Each phosphorus atom in GaP touches four gallium atoms, and the s orbitals of these four can act together or against each other. In a crystal state at Γ all four have the same sign, so the count is four. At L one of them has changed sign, and three against one leave two. At X the signs are two against two, and nothing is left.

The G0W0 correction of the lowest empty level falls in the same order. Relative to the top of the filled levels, that level rises by 0.907 eV at Γ, by 0.798 eV at L and by only 0.511 eV at X. The simplest picture of such a correction is a rigid scissor, which cuts the bands apart at the gap and lifts all empty levels by one amount. GaP breaks this picture, and the neighbour count gives a first idea of where.

G0W0 levels of GaP (space group F-43m) from VASP 6.6.1, starting from PBE orbitals without spin-orbit coupling, with PAW potentials made for GW, a 4×4×4 k mesh, 149 bands and cutoffs of 420 eV for the plane waves and 200 eV for the response. Each column of levels counts from its own highest filled level.

| row | state k a (reciprocal cell vector) | state k b (reciprocal cell vector) | state k c (reciprocal cell vector) | state band | state start level (eV) | state corrected level (eV) | state weight z |
| --- | --- | --- | --- | --- | --- | --- | --- |
| 1 | 0.000 | 0.000 | 0.000 | top filled | 0.000 | 0.000 | 0.766 |
| 2 | 0.000 | 0.000 | 0.000 | first empty | 1.815 | 2.722 | 0.764 |
| 3 | 0.250 | 0.000 | 0.000 | top filled | -0.667 | -0.694 | 0.764 |
| 4 | 0.250 | 0.000 | 0.000 | first empty | 2.139 | 2.962 | 0.772 |
| 5 | 0.500 | 0.000 | 0.000 | top filled | -1.124 | -1.178 | 0.759 |
| 6 | 0.500 | 0.000 | 0.000 | first empty | 1.656 | 2.454 | 0.775 |
| 7 | 0.250 | 0.250 | 0.000 | top filled | -1.692 | -1.757 | 0.753 |
| 8 | 0.250 | 0.250 | 0.000 | first empty | 2.159 | 2.841 | 0.778 |
| 9 | 0.500 | 0.250 | 0.000 | top filled | -2.042 | -2.124 | 0.746 |
| 10 | 0.500 | 0.250 | 0.000 | first empty | 2.440 | 3.103 | 0.774 |
| 11 | -0.250 | 0.250 | 0.000 | top filled | -1.209 | -1.260 | 0.759 |
| 12 | -0.250 | 0.250 | 0.000 | first empty | 3.148 | 3.934 | 0.765 |
| 13 | 0.500 | 0.500 | 0.000 | top filled | -2.695 | -2.795 | 0.738 |
| 14 | 0.500 | 0.500 | 0.000 | first empty | 1.628 | 2.139 | 0.784 |
| 15 | -0.250 | 0.500 | 0.250 | top filled | -3.436 | -3.534 | 0.737 |
| 16 | -0.250 | 0.500 | 0.250 | first empty | 4.690 | 5.275 | 0.757 |

**Rows 1 and 2: Γ sets the scale**

The first two rows belong to Γ, where all three components of the wave vector are zero. Both columns of levels start from their own highest filled level, so the zeros in row 1 are a convention. What can be read is how far any other level moves relative to that top. For the first empty level at Γ this is the step from 1.815 to 2.722 eV, the largest rise in the table.

The gap can open because GW does not treat all states alike. PBE gives every electron, in a filled or an empty state, the same local exchange-correlation potential. The self-energy of the GW method is non-local and changes with energy, so it acts on each state according to its shape and its energy. The correction can be written as

$$E_{\text{corrected}} = E_{\text{start}} + Z\,\langle \Sigma - v_{xc}\rangle ,$$

where $\Sigma$ is the self-energy at the starting level, $v_{xc}$ is the PBE potential that it replaces, and the weight $Z$ allows for the change of $\Sigma$ with energy. The brackets mean an average over the orbital, and this orbital is still the one from PBE.

The average over the orbital is where the chemistry enters. The local potential is most attractive close to the atoms, where the electron density is high. The lowest empty state at Γ consists of s orbitals on both atoms in an antibonding combination. Its s parts reach into the inner region of the atoms, and its node between the atoms pushes still more weight back onto them. Much of this attraction stands for exchange with the filled states, which binds an electron in one of these states more strongly than an electron in an empty state. PBE gives both the same potential. It is therefore expected to bind the empty state at Γ too strongly, and the self-energy to take back much of the excess.

**Rows 3 to 6: towards L**

The scissor can now be put to the test. Let every empty level rise as much as the one at Γ, and let the filled levels stay where they are. Row 2 fixes the size of the shift and so tests nothing, but the other seven empty levels do. All seven rise less than the model says.

On the way to L the breaks are mild. Halfway there, in row 4, the empty level falls short of the scissor by 0.084 eV, and at L itself, in row 6, by 0.109 eV. The s orbitals of neighbouring atoms still act on each other at L, though less than at Γ, and some p character is mixed in. A state that keeps much of its s character should keep much of the correction, and this one does.

The filled levels in rows 3 and 5 hardly take part. They move down by a few hundredths of an electronvolt, although the level at L starts more than one electronvolt below the top. The upper filled states at Γ and L are both built mainly from phosphorus p orbitals. Since their character stays much the same, the correction relative to the top stays small.

**Rows 7 and 8: towards X**

Row 8 lies halfway from Γ to X and makes a useful partner for row 4, halfway to L. In PBE the two empty levels are only 0.020 eV apart. Yet the one on the way to X rises by 0.141 eV less. A rule in which the correction depends smoothly on the starting energy would have to treat them almost alike, so energy by itself does not set the size of the shift.

**Rows 9 to 12: the neighbour count between the special points**

The count of the opening can be extended to any row. The four gallium neighbours of a phosphorus atom sit in four different cells, and the three wave-vector components $a$, $b$ and $c$ give the phase from cell to cell as a fraction of a full turn. The s orbitals then add up to

$$N = \left|\,1 + e^{2\pi i a} + e^{2\pi i b} + e^{2\pi i c}\right| .$$

A component of 0.5 reverses the sign, and one of 0.25 turns the phase by a quarter.

For row 12 the two quarter turns are opposite and cancel, which leaves $N = 2$, the same as at L. The rises also agree closely, 0.786 eV here and 0.798 eV at L, although the level in row 12 starts about 1.5 eV higher. Row 10 has a smaller count, $N = \sqrt{2}$, and a smaller rise of 0.663 eV. The empty levels thus sort themselves far better by the way their orbitals combine than by their energy.

Row 8 is the exception. Its count is $\sqrt{8}$, or about 2.8, which would place its rise above that at L, but it lies clearly below. The count measures how strongly neighbouring s orbitals act on each other, not how much s character the finished state holds. That share also depends on which p levels lie close enough in energy to mix in, and a larger admixture of p is a reasonable guess for row 8.

**Rows 13 and 14: the largest break**

At X the scissor fails most. The empty level rises by 0.396 eV less than at Γ, so it receives little more than half of the correction there. This is the end of a steady fall along the line from Γ through row 8 to X, and not a single stray value.

The geometry shows why the state at X is so different. Along the direction of the wave, planes of gallium and phosphorus alternate, and each gallium plane has the opposite sign to the next. A phosphorus atom therefore sees two gallium neighbours with a plus sign on one side and two with a minus sign on the other. Its own s orbital finds no net partner in their s orbitals, whereas a p orbital, which also changes sign from one side to the other, fits perfectly. The same holds with the two elements exchanged, so a state at X that contains s orbitals joins s on one kind of atom with p on the other. The lowest empty state is of this kind.

Such a state has less weight deep inside the atoms and more in the open space between them. There the PBE potential is shallower, and less excess binding has to be taken back. This link from orbital shape to the size of the correction is an argument from theory. The table supports it through the order of the rises, but does not separate the self-energy from the potential that it replaces.

The weight $Z$ offers a different explanation at first sight, because it multiplies the whole correction. It is, however, nearly the same in both states, 0.764 at Γ and 0.784 at X. If this difference of 0.020 alone were to produce the break of 0.396 eV, both states would need a common bare correction of $0.396/0.020 \approx 20$ eV in size. That is far beyond anything reasonable for levels near the gap of a semiconductor, so the difference must come from the bracket in the formula.

The break changes the picture of the conduction band. In PBE the levels at L and X are almost tied, with L only 0.028 eV higher. After the correction L lies 0.315 eV above X. The order of the three valleys, X below L below Γ, is the same before and after, but it is now much more distinct.

These sizes are provisional. The number of bands, the cutoff of the response and the mesh are not converged, and s-like and p-like states need not approach their limits at the same pace. All rows share the same settings, and a spread of about 0.4 eV is large enough to be taken as a real trend. Its second digit should not be relied on.

**Rows 15 and 16: a second test of the count**

W, the last point, has phases of zero, a half and two opposite quarter turns. The four contributions cancel, and the count is zero as at X. The empty level starts at 4.690 eV, about three electronvolts above the one at X, yet its rise of 0.585 eV is the second smallest in the table. Two states far apart in energy but alike in their neighbour count thus form the bottom of the list.

The filled level at W shows a small break of its own. The other filled levels below the top move down by roughly 4 to 5 % of their depth, whereas this one moves by about 3 %. The difference amounts to a few hundredths of an electronvolt. At the present convergence it deserves no separate cause.

**What the break costs in practice**

A scissor can be set on the fundamental gap and then applied to the whole band structure. Here that gap runs from Γ to X and grows from 1.628 to 2.139 eV, a step of 0.511 eV. Adding the same step to the direct gap at Γ gives

$$1.815 + 0.511 = 2.326\ \text{eV}.$$

The calculation itself gives 2.722 eV, so the shortcut is too low by about 15 % of the corrected direct gap.

For an engineer this matters because GaP absorbs light only weakly across its indirect gap and strongly once the direct gap is reached. The shortcut would put the onset of strong absorption about 0.4 eV too low. Spin-orbit coupling, which is left out here, would raise the valence top and so lower both gaps by nearly the same small amount, without repairing the error. The true conduction minimum lies close to X but not exactly on it, and this mesh steps over it, which by itself makes the indirect gap slightly too large.

The practical rule is to correct each valley by its own amount. In a related semiconductor, the first thing to ask of an empty level is which orbitals it is made of, and only then how high it lies. If it is made of s orbitals that act together, as at Γ in GaP, a large rise is to be expected. If the s orbitals of the neighbours cancel and p orbitals take their place, the rise should be smaller. A single shift is safest among states of the same kind.
